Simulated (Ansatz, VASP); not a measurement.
# ZrIn (ZrIn (P4/mmm)) in two plane-wave programs

One calculation is typed for both programs; each brings its own data sets. How far apart do they land? The cell is taken from a series of runs on this material, whose earlier steps may have relaxed, scaled, displaced or heated it; both programs get it as it stands.

Calculated with Ansatz 0.2.0; plane waves, with VASP 6.6.1 beside it; relaxation of cell and atoms at r2SCAN.

### Step 1. The structure

Symmetry: P4/mmm, No. 123, tetragonal system. Conventional cell: a = 3.141 Å, b = 3.141 Å, c = 4.454 Å, α = 90.00°, β = 90.00°, γ = 90.00°. Nearest to Zr lie 4 Zr at 3.14 Å and 8 In at 3.15 Å. In has 4 In at 3.14 Å and 8 Zr at 3.15 Å nearest. Farther neighbours are not listed.

Coordinates:

```xyz
2
Lattice="3.1406 0.0000 0.0000 0.0000 3.1406 0.0000 0.0000 0.0000 4.4541" Properties=species:S:1:pos:R:3 pbc="T T T"
Zr    0.0000    0.0000    0.0000
In    1.5703    1.5703    2.2271
```

### Step 2. VASP: relaxation of cell and atoms, r2SCAN

The relaxed volume is the usual yardstick between codes: in a stiff, nearly cubic crystal its relative difference is about their pressure difference at one cell divided by the bulk modulus.

Lines of VASP's logs that name or quote its potential files are left out, and so is its time.

The input, INCAR:

```
SYSTEM = ZrIn
PREC = Accurate
ENCUT = 550
EDIFF = 1E-07
NELM = 120
ISMEAR = -1
SIGMA = 0.05
LREAL = .FALSE.
ALGO = Normal
METAGGA = R2SCAN
LASPH = .TRUE.
NBANDS = 18
LORBIT = 11
LWAVE = .FALSE.
LCHARG = .FALSE.
ISIF = 3
IBRION = 2
NSW = 80
EDIFFG = -0.005
GGA_COMPAT = .FALSE.
NELMIN = 4
LMIXTAU = .TRUE.
KPAR = 2
```

The input, POSCAR:

```
ZrIn
1.0
    3.1406490000      0.0000000000      0.0000000000
    0.0000000000      3.1406490000      0.0000000000
    0.0000000000      0.0000000000      4.4541010000
Zr In
1 1
Direct
    0.0000000000      0.0000000000      0.0000000000
    0.5000000000      0.5000000000      0.5000000000
```

The input, KPOINTS:

```
Automatic mesh
0
Gamma
12 12 9
0 0 0
```

Potentials, in the order of the species: Zr_sv and In_d (PBE family, release 64).

Started as:

```bash
$ mpirun -np 2 vasp_std
```

Numbers of over 12 decimals in the logs are rounded to 6 here.

What it wrote:

```text
[banner, memory and clock lines left out]
running    2 mpi-ranks, on    1 nodes
 distrk:  each k-point on    1 cores,    2 groups
 distr:  one band on    1 cores,    1 groups

 POSCAR found type information on POSCAR ZrIn
 POSCAR found :  2 types and       2 ions
|                                                                             |
|               ----> ADVICE to this user running VASP <----                  |
|                                                                             |
|     You enforced a specific xc type in the INCAR file but a different       |
|     [... a line on the potential file left out ...]
|     I HOPE YOU KNOW WHAT YOU ARE DOING!                                     |
|                                                                             |

 LDA part: xc-table for (None), standard interpolation
 POSCAR, INCAR and KPOINTS ok, starting setup
 FFT: planning ... GRIDC
 FFT: planning ... GRID_SOFT
 FFT: planning ... GRID
 WAVECAR not read
 entering main loop
       N       E                     dE             d eps       ncg     rms          rms(c)
DAV:   1     0.208101293681E+03    0.20810E+03   -0.13807E+04  5070   0.187E+03
DAV:   2    -0.358088259048E+02   -0.24391E+03   -0.23832E+03  5152   0.445E+02
DAV:   3    -0.540175099814E+02   -0.18209E+02   -0.17850E+02  6652   0.128E+02
DAV:   4    -0.550896196372E+02   -0.10721E+01   -0.10632E+01  8382   0.232E+01
DAV:   5    -0.551162560596E+02   -0.26636E-01   -0.26603E-01  6652   0.325E+00    0.139E+01
DAV:   6    -0.472403575860E+02    0.78759E+01   -0.65025E+00  8016   0.298E+01    0.403E+00
DAV:   7    -0.453114702480E+02    0.19289E+01   -0.11330E+00  5906   0.113E+01    0.166E+00
DAV:   8    -0.460189998931E+02   -0.70753E+00   -0.83920E-01  5626   0.861E+00    0.926E-01
DAV:   9    -0.461511625356E+02   -0.13216E+00   -0.20328E-01  5400   0.400E+00    0.693E-01
DAV:  10    -0.460287317255E+02    0.12243E+00   -0.55170E-02  5520   0.186E+00    0.207E-01
DAV:  11    -0.461990496341E+02   -0.17032E+00   -0.10373E-01  5134   0.272E+00    0.122E-01
DAV:  12    -0.461995203597E+02   -0.47073E-03   -0.43454E-03  6590   0.560E-01    0.921E-02
DAV:  13    -0.461995793986E+02   -0.59039E-04   -0.22148E-03  5338   0.390E-01    0.585E-02
DAV:  14    -0.462004811395E+02   -0.90174E-03   -0.14741E-03  5292   0.312E-01    0.535E-02
DAV:  15    -0.462005253039E+02   -0.44164E-04   -0.99910E-05  5690   0.106E-01    0.350E-02
DAV:  16    -0.462005035093E+02    0.21795E-04   -0.21939E-05  5952   0.405E-02    0.257E-02
DAV:  17    -0.462006183201E+02   -0.11481E-03   -0.75008E-05  5238   0.693E-02    0.306E-03
DAV:  18    -0.462006206729E+02   -0.23528E-05   -0.48527E-06  6386   0.212E-02    0.503E-03
DAV:  19    -0.462006204769E+02    0.19605E-06   -0.26238E-07  5450   0.407E-03    0.441E-03
DAV:  20    -0.462006205130E+02   -0.36092E-07   -0.17195E-08  2978   0.137E-03
   1 F= -.46200621E+02 E0= -.46195220E+02  d E =-.462006E+02
[...]
2 F= -.46200940E+02 E0= -.46195506E+02  d E =-.319298E-03
[...]
3 F= -.46200987E+02 E0= -.46195530E+02  d E =-.366572E-03
[...]
4 F= -.46200989E+02 E0= -.46195479E+02  d E =-.159073E-05
 trial-energy change:   -0.000002  1 .order   -0.000006   -0.000137    0.000125
 step:   0.5512(harm=  0.5814)  dis= 0.00000  next Energy=   -46.201021 (dE=-0.335E-04)
 bond charge predicted
       N       E                     dE             d eps       ncg     rms          rms(c)
DAV:   1    -0.462015319279E+02   -0.54326E-03   -0.17500E-02  5674   0.187E+00    0.180E-01
DAV:   2    -0.462010807029E+02    0.45122E-03   -0.13752E-03  6486   0.509E-01    0.636E-02
DAV:   3    -0.462010063922E+02    0.74311E-04   -0.30129E-04  7796   0.218E-01    0.412E-02
DAV:   4    -0.462010129980E+02   -0.66058E-05   -0.32097E-05  5796   0.490E-02    0.251E-02
DAV:   5    -0.462010056848E+02    0.73132E-05   -0.39612E-05  5676   0.566E-02    0.725E-03
DAV:   6    -0.462010194257E+02   -0.13741E-04   -0.14872E-05  5510   0.383E-02    0.464E-03
DAV:   7    -0.462010201866E+02   -0.76092E-06   -0.11140E-06  7712   0.778E-03    0.427E-03
DAV:   8    -0.462010204711E+02   -0.28455E-06   -0.57811E-07  5788   0.927E-03    0.246E-03
DAV:   9    -0.462010207205E+02   -0.24933E-06   -0.61779E-07  5796   0.838E-03    0.810E-04
DAV:  10    -0.462010207071E+02    0.13378E-07   -0.49930E-08  2880   0.199E-03
   5 F= -.46201021E+02 E0= -.46195538E+02  d E =-.336216E-04
 curvature:  -0.36 expect dE=-0.361E-07 dE for cont linesearch -0.360E-07
 trial: gam=-0.02402 g(F)=  0.178E-61 g(S)=  0.995E-07 ort = 0.392E-05 (trialstep = 0.997E+00)
 search vector abs. value=  0.617E-09
 reached required accuracy - stopping structural energy minimisation
```

OUTCAR, selected parts (step 2):

```text
ion  position               nearest neighbor table
   1  0.000  0.000  0.000-   2 3.15   2 3.15   2 3.15   2 3.15   2 3.15   2 3.15   2 3.15   2 3.15

  LATTYP: Found a simple tetragonal cell.
 ALAT       =     3.1406490000
 C/A-ratio  =     1.4182103763

 Subroutine GETGRP returns: Found 16 space group operations
 (whereof 16 operations were pure point group operations)

The static configuration has the point symmetry D_4h.

 Found    140 irreducible k-points:

   k-points           NKPTS =    140   k-points in BZ     NKDIM =    140   number of bands    NBANDS=     18

   dimension x,y,z NGX =    24 NGY =   24 NGZ =   36
   dimension x,y,z NGXF=    48 NGYF=   48 NGZF=   72

   ENCUT  =  550.0 eV  40.42 Ry    6.36 a.u.   6.01  6.01  8.52*2*pi/ulx,y,z

   NELECT =      25.0000    total number of electrons

 k-points in reciprocal lattice and weights: Automatic mesh
   0.00000000  0.00000000  0.00000000       0.001
   0.08333333  0.00000000  0.00000000       0.003
   0.16666667  0.00000000  0.00000000       0.003
   0.25000000  0.00000000  0.00000000       0.003
   0.33333333  0.00000000  0.00000000       0.003
   0.41666667  0.00000000  0.00000000       0.003
   0.50000000  0.00000000  0.00000000       0.002
   0.08333333  0.08333333  0.00000000       0.003
   0.16666667  0.08333333  0.00000000       0.006
[...]
0.50000000  0.41666667  0.44444444       0.006
   0.50000000  0.50000000  0.44444444       0.002

 average (electrostatic) potential at core
       1 -79.4915       2 -97.0005

 E-fermi :   9.5399

 k-point     1 :       0.0000    0.0000    0.0000
  band No.  band energies     occupation
    ...
      9      -5.1051      2.00000
     10       0.1384      2.00000
     11       7.7467      2.00000
     12       8.2795      2.00000
     13       9.1841      1.99838
     14      12.6206      0.00000
     15      12.6206      0.00000
     16      14.2405      0.00000
     17      16.3268      0.00000
     18      16.3268      0.00000

 k-point     2 :       0.0833    0.0000    0.0000
  band No.  band energies     occupation
    ...
      9      -5.1170      2.00000
     10       0.2682      2.00000
     11       7.8554      2.00000
     12       8.3643      2.00000
     13       9.0307      1.99992
     14      12.6361      0.00000
     15      12.7781      0.00000
     16      13.9055      0.00000
     17      15.2075      0.00000
     18      16.6827      0.00000

 k-point     3 :       0.1667    0.0000    0.0000
  band No.  band energies     occupation
    ...
      9      -5.1493      2.00000
     10       0.6541      2.00000
     11       8.0949      2.00000
     12       8.5746      2.00000
     13       8.6459      2.00000
     14      12.6789      0.00000
     15      13.2242      0.00000
     16      13.2440      0.00000
     17      13.6353      0.00000
     18      17.2110      0.00000

  Total        0.0014222      0.0014222     -0.0002797      0.0000000      0.0000000     -0.0000000
  in kB        0.0519008      0.0519008     -0.0102077      0.0000000      0.0000000     -0.0000000
  external PRESSURE =       0.0311980 kB  Pullay stress =       0.0000000 kB

  energy-cutoff  :      550.00
  volume of cell :       43.90
      direct lattice vectors                 reciprocal lattice vectors
     3.147356960  0.000000000 -0.000000000     0.317726910 -0.000000000  0.000000000
    -0.000000000  3.147356960  0.000000000     0.000000000  0.317726910  0.000000000
    -0.000000000 -0.000000000  4.432188753     0.000000000 -0.000000000  0.225622160

 POSITION                                       TOTAL-FORCE (eV/Angst)
 -----------------------------------------------------------------------------------
     -0.00000     -0.00000      0.00000        -0.000000     -0.000000      0.000000
      1.57368      1.57368      2.21609         0.000000      0.000000      0.000000
 -----------------------------------------------------------------------------------
    total drift:                                0.000000      0.000000     -0.000000

  FREE ENERGIE OF THE ION-ELECTRON SYSTEM (eV)
  ---------------------------------------------------
  free  energy   TOTEN  =       -46.2010207071 eV

  energy  without entropy=      -46.1900547104  energy(sigma->0) =      -46.19553771

 reached required accuracy - stopping structural energy minimisation

 total charge
# of ion       s       p       d       tot
------------------------------------------
    1        2.165   5.963   1.637   9.764
    2        0.860   0.911   9.840  11.611
--------------------------------------------------
tot          3.025   6.874  11.477  21.376

[... 3 further parts left out ...]
```

CONTCAR:

```
ZrIn
   1.00000000000000
     3.1473569598189171    0.0000000000000000   -0.0000000000000000
    -0.0000000000000000    3.1473569598189171    0.0000000000000000
    -0.0000000000000000   -0.0000000000000000    4.4321887532321567
  Zr              In
     1     1
Direct
     0.0000000000000000    0.0000000000000000    0.0000000000000000
     0.5000000000000000    0.5000000000000000    0.5000000000000000
```

The run keeps the 16 symmetry operations of its start, so it cannot find a distortion of lower symmetry.

### Step 3. Ansatz: relaxation of cell and atoms, r2SCAN

Ansatz runs on its default PAW (the set named soft_2) files.

The same cell, functional, mesh and smearing now go to Ansatz.

The input, input.yaml:

```yaml
crystal:
  lattice:
    - [3.1406492, 0.0, 0.0]
    - [0.0, 3.1406492, 0.0]
    - [0.0, 0.0, 4.4541007]
  atoms:
    - { symbol: Zr, position: [0.0, 0.0, 0.0] }
    - { symbol: In, position: [0.5, 0.5, 0.5] }
basis:
  ecutwfc: 500
  xc_grid: 2
hamiltonian:
  xc: r2scan
kpoints:
  mp_grid: { grid: [12, 12, 9] }
scf:
  occupations: { method: fermi_dirac, width: 0.05 }
  max_iter: 150
output:
  forces: true
  stress: true
relax:
  f_tol: 0.01
  max_steps: 60
  cell: {}
checkpoint:
  write: "../r2scan.run"
  compress: false
  write_wavefunctions: false
  write_every: 100000
```

Started as:

```bash
$ ansatz run input.yaml --threads 4 --pin off --max-ram 6594MiB --backend cpu --events-out ev --progress --plain --runs-dir out
```

What it wrote:

```text
Engine: ansatz 0.2.0, x86_64-unknown-linux-gnu
Pseudopotentials: kind: paw
Pseudopotential: Zr, paw, valence charge 12, recommended cutoff 500 eV (meta_gga), Zr.paw.azcp
Pseudopotential: In, paw, valence charge 13, recommended cutoff 500 eV (meta_gga), In.paw.azcp
Functional definition: r2SCAN
  parameter k0 = 0.174
  parameter k1 = 0.065
  parameter a1 = 4.9479
  exchange = r2scan_x(k0 = k0, k1 = k1, a1 = a1)
  correlation = r2scan_c
Crystal: 2 atoms, lattice volume = 43.934 Å³
Basis set: ecut = 500 eV, 1093 PW (Γ), exchange–correlation on 48×48×72 points (8 copies of the dense FFT grid, shifted against one another)
Bands: 17, of which v1, the nominal top of the filled ones, is band 13 counted from 1 (12 counted from 0)
Symmetry: 16 space group operations
Space group: P4/mmm (ITA 123), of the structure as read, at distance tolerance 3.5e-5 Å
k-points: 140 of 1296
Non-local potential: Zr, projectors of the file, l = 0: 3, l = 1: 2, l = 2: 2, l = 3: 2
Non-local potential: In, projectors of the file, l = 0: 2, l = 1: 2, l = 2: 2, l = 3: 2
PAW form: soft (Blöchl's): semilocal exchange-correlation on the pseudo side does not see the compensation charge
PAW frozen core: Zr, regenerated for the run's functional (the file was generated under x = pbe(κ = 0.804, μ = 0.219515), c = pbe(β = 0.066725))
PAW frozen core: In, regenerated for the run's functional (the file was generated under x = pbe(κ = 0.804, μ = 0.219515), c = pbe(β = 0.066725))
PAW one-centre angular grid: Zr, 590 points (default); XC on 160 Gauss nodes
PAW one-centre angular grid: In, 590 points (default); XC on 289 of its mesh's 2783 points in the sphere
Initial density: superposition of atomic densities (neutral atoms: chi_scale 0, normalization atom), corrected by the library's trained network
Initial wavefunctions: pseudopotential atomic-orbital guess
Functional: x = r2scan, c = r2scan; τ floored in thin density (d = 2e-4 eV/Å³)
SCF iter   1: F=—  HF=-9807.695374 eV  |F-HF|=—  |Δ(HF+E_count)|=         —  Δρ=7.68e-3  dr2=2.33e-2  dr2_τ=1.42e-2  ethr=1.77e-3  ⟨swp⟩=5.7  Hψ=11666  notcnv=0
preconditioner: auto → Kerker (q_TF=auto, 2.484 Å⁻¹)  [metal: Δε(μ)=0.011 eV  Ē_g=13.128 eV  σ=0.050 eV  W_gap=0.05  n_scr=14 (ndim 8)  ℏωp=23.1 eV  f_vac=0.000  D(μ)=1.30/eV (n_scr^D=6)]
SCF iter   2: F=—  HF=-9807.726577 eV  |F-HF|=—  |Δ(HF+E_count)|=   3.12e-2  Δρ=4.18e-3  dr2=7.04e-3  dr2_τ=2.73e-4  ethr=9.34e-5  ⟨swp⟩=2.0  Hψ=5873  notcnv=0  defer=4
SCF iter   3: F=—  HF=-9807.726011 eV  |F-HF|=—  |Δ(HF+E_count)|=   5.67e-4  Δρ=7.64e-4  dr2=3.45e-4  dr2_τ=3.00e-5  ethr=2.82e-5  ⟨swp⟩=2.5  Hψ=4578  notcnv=0  defer=4
SCF iter   4: F=—  HF=-9807.726086 eV  |F-HF|=—  |Δ(HF+E_count)|=   7.53e-5  Δρ=2.54e-4  dr2=5.41e-5  dr2_τ=9.69e-7  ethr=1.38e-6  ⟨swp⟩=2.9  Hψ=4084  notcnv=0  defer=4
SCF iter   5: F=—  HF=-9807.726086 eV  |F-HF|=—  |Δ(HF+E_count)|=   1.45e-7  Δρ=5.06e-5  dr2=1.20e-6  dr2_τ=9.28e-8  ethr=2.16e-7  ⟨swp⟩=2.0  Hψ=2972  notcnv=0  defer=4
SCF iter   6: F=—  HF=-9807.726086 eV  |F-HF|=—  |Δ(HF+E_count)|=   5.52e-7  Δρ=1.90e-5  dr2=1.46e-7  dr2_τ=4.95e-9  ethr=4.80e-9  ⟨swp⟩=2.9  Hψ=4172  notcnv=0  defer=4
SCF iter   7: F=-9807.726086 eV  HF=-9807.726086 eV  |F-HF|=6.21e-9  |Δ(HF+E_count)|=   1.58e-7  Δρ=3.43e-6  dr2=4.73e-9  dr2_τ=3.55e-10  ethr=4.00e-10  ⟨swp⟩=4.6  Hψ=8152  notcnv=0
SCF 1 converged in 7 iterations: F = -9807.726086 eV  dr2 = 4.73e-9
  greatest PAW one-centre occupation: 0.989 electrons in one spin orbital (limit 2), on the Zr atom at site 0 (counted from 0), in its partial waves of l = 0
relax step   1: F+E_penalty+E_count = -9807.72608634 eV  Δ(F+E_penalty+E_count) = +0.000e0 eV  max|allowed force component| = 4.437e-31 eV/Å  Δτ_max = 0.0000 Å  P = -0.152 GPa  Ω = 43.934 Å³  (7 SCF iters, dr2 threshold 1.00e-7 eV, accepted)
[...]
relax step   2: F+E_penalty+E_count = -9807.72649989 eV  Δ(F+E_penalty+E_count) = -4.136e-4 eV  max|allowed force component| = 2.386e-29 eV/Å  Δτ_max = 0.0000 Å  P = +0.189 GPa  Ω = 43.784 Å³  energy of the carried Pulay correction = +4.095e-5 eV  (5 SCF iters, dr2 threshold 2.00e-7 eV, accepted)
[...]
relax step   3: F+E_penalty+E_count = -9807.72650684 eV  Δ(F+E_penalty+E_count) = -6.947e-6 eV  max|allowed force component| = 8.086e-30 eV/Å  Δτ_max = 0.0000 Å  P = -0.081 GPa  Ω = 43.902 Å³  energy of the carried Pulay correction = +4.179e-6 eV  (4 SCF iters, dr2 threshold 1.46e-7 eV, accepted)
[...]
relax step   4: F+E_penalty+E_count = -9807.72653017 eV  Δ(F+E_penalty+E_count) = -2.333e-5 eV  max|allowed force component| = 3.944e-31 eV/Å  Δτ_max = 0.0000 Å  P = -0.000 GPa  Ω = 43.866 Å³  energy of the carried Pulay correction = +1.577e-5 eV  (4 SCF iters, dr2 threshold 2.34e-8 eV, accepted)
[...]
relax step   5: F+E_penalty+E_count = -9807.72651187 eV  Δ(F+E_penalty+E_count) = +1.830e-5 eV  max|allowed force component| = 1.627e-30 eV/Å  Δτ_max = 0.0000 Å  P = -0.000 GPa  Ω = 43.866 Å³  stress off target by 3.20e-3 GPa  SCF on the basis re-selected at this cell (its energy is not comparable with the rows above)  (5 SCF iters)
basis re-selected at this cell: Δ(F+E_penalty+E_count) = +1.830e-5 eV, ΔP = -0.000 GPa vs the last step (what re-selecting the basis moved, of the pressure what is left beyond the Pulay correction that the steps carried, after the strain that the cell walked since its last selection, with what the two solves' SCF thresholds leave and, on support functions, any second-order correction that the steps lacked; it is no m [...]
SCF converged after 5 iterations
Free energy (F): -9807.726512 eV
Harris-Foulkes:  -9807.726512 eV  (|F-HF|=0.00e0)
Internal energy: -9807.715552 eV  (E = F + TS)
E sigma→0 (E₀):  -9807.721032 eV
Entropy (-TS):   -0.010960 eV (-5.480 meV/atom)
Fermi energy:    13.809295 eV
--- Per-component energies (eV) ---
  E_band       = -93.664949
  E_kinetic    = 576.558782
  E_local      = -1567.324805  (includes V_loc(G=0)·N_el)
  E_nonlocal   = 446.539228
  E_hartree    = 571.513090
  E_xc         = -357.457603
  E_vxc        = -319.306425  (∫ρ·V_xc dr)
  E_paw        = -7154.966188  (= ΣΔE_a)
  E_vpaw       = -393.264929  (= ΣTr[D̂ρ^β])
  E_aug_tail   = 0.000017  (compensation charges beyond the density's cutoff)
  E_vtau       = 20.106999  (kinetic-family band-sum trace: ∫τ·v_τ [+ j·A + Jᵃ·Aᵃ] dr)
  E_ewald      = -2323.378878
  E_core_change = 0.800804  (= ΣΔE_core)
  E_smearing   = -0.010960  (= −TS)
  E_closure    = -0.000000  (closes the sum)
  Σ components = -9807.726512   (vs F -9807.726512, Δ=0.00e0)
--- Forces (eV/Å), atoms counted from 1 ---
  atom   1  Zr     0.00000000     0.00000000     0.00000000
  atom   2  In    -0.00000000     0.00000000     0.00000000
  max |Σ_I F_I| component: 3.16e-30 eV/Å
--- Stress (GPa, compression-positive) ---
        0.000966       0.000000       0.000000
        0.000000       0.000966       0.000000
        0.000000       0.000000      -0.003204
  P = ⅓ Tr σ = -0.0004 GPa (-0.004 kbar)
--- Relaxed structure (4 steps of the walk, 4 accepted, 1 SCFs on fresh bases) ---
  F+E_penalty+E_count = -9807.72651187 eV   max|allowed force component| = 1.627e-30 eV/Å   (the final SCF, on the basis selected at the relaxed cell)
  cell:  # Å, volume = 43.8664 Å³
    - [3.146554, 0, 0.0]
    - [0, 3.146554, 0.0]
    - [0.0, 0.0, 4.430595]
  atoms:
    - { symbol: Zr, position: [0, 0, 0.0] }
    - { symbol: In, position: [0.5, 0.5, 0.5] }
```

### Step 4. Differences

Known differences besides the potentials themselves: VASP keeps PBE cores, Ansatz makes them for the functional; the cutoff is 500 eV in Ansatz and 550 eV in VASP; Ansatz adds a Pulay correction to the stress that steers its cell, VASP none. Total energies have different zeros and are not compared.

Both answers:

```
                                         quantity  Ansatz   VASP  difference
                                      volume (Å³)   43.87  43.90     -0.09 %
edge a after relaxation, in the typed setting (Å)   3.147  3.147     -0.03 %
edge c after relaxation, in the typed setting (Å)   4.431  4.432     -0.04 %
```

### Step 5. Summary of results

```
difference in volume (relaxation of cell and atoms, r2SCAN) : -0.087 %
```

In words: The difference in volume is -0.087 % (relaxation of cell and atoms, r2SCAN), within the 1.2 % picked in this series as the mark of a large difference, as far as the stopping tolerances let one tell. Such differences can come from data sets, numerical settings and the points named under the comparisons, not from the functional's error against experiment.

[Lines on the potential files, build, host, timing and source positions are cut from VASP's logs without a mark.]

[Logs are printed without paths, hosts, clocks, repeated set-up lines and the standing remarks that a program may print on its own settings, such as how far it seeks lower states.]

[Hosts, paths, dates, database ids (printed as entryN), source tags and the programs' standing remarks are cut or masked in the printed files.]
